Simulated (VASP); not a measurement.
```
C
1.0
    0.00000     1.76923     1.76923
    1.76923     0.00000     1.76923
    1.76923     1.76923     0.00000
C
2
Direct
  0.00000   0.00000   0.00000
  0.25000   0.25000   0.25000
```

Level of theory: PW91 GGA, VASP's PBE PAW potentials (set 64) (plane waves; VASP). Numerical set-up: 520 eV cut-off, 13×13×13 Γ-centred mesh, Gaussian smearing of 0.050 eV, potentials C.

### Question
Give the stress tensor in GPa (positive for a compressed cell).

### Answer

```
13.94   0.00   0.00
 0.00  13.94   0.00
 0.00   0.00  13.94
```
The pressure is its mean diagonal, 13.94 GPa.

The compound is C in the diamond structure. This cell is one point of a volume scan, at 0.97 of the reference volume.
